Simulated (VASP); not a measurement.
Crystal: KTaO3.

```
K Ta O
1.0
     3.98830    0.00000    0.00000
     0.00000    3.98830    0.00000
     0.00000    0.00000    3.98830
K Ta O
1 1 3
Direct
  0.50000 0.50000 0.50000
  0.00000 0.00000 0.00000
  0.50000 0.00000 0.00000
  0.00000 0.50000 0.00000
  0.00000 0.00000 0.50000
```

- Program: VASP 6.6.1
- Task: relaxation of cell and atoms
- Functional: PBE
- Potentials or basis: VASP PAW PBE potentials, release 64 (K_sv, Ta_pv, O)
- Cutoff: 600 eV
- k mesh: 8 × 8 × 8
- Occupations: gaussian, width 0.02 eV
- Spin: no spin polarisation

At the start: pressure 5.9 GPa; volume 12.69 Å³/atom.

Where does the relaxation end?

Over 3 steps the energy falls by 6.8 meV/atom and the volume is 13.07 Å³/atom (+3.0 %); space group Pm-3m (No. 221, to 0.05 Å).

The path:
```
step  energy change (eV)  largest force (eV/Å)  pressure (GPa)  volume (Å³)
   1              0.0000                0.0000            5.89        63.44
   2              0.0182                0.0000           -6.47        67.82
   3             -0.0339                0.0000           -0.04        65.35
```

Final structure:
```
CELL_PARAMETERS angstrom
4.02784 0.00000 0.00000
0.00000 4.02784 0.00000
0.00000 0.00000 4.02784
ATOMIC_POSITIONS crystal
K 0.50000 0.50000 0.50000
Ta 0.00000 0.00000 0.00000
O 0.50000 0.00000 0.00000
O 0.00000 0.50000 0.00000
O 0.00000 0.00000 0.50000
```
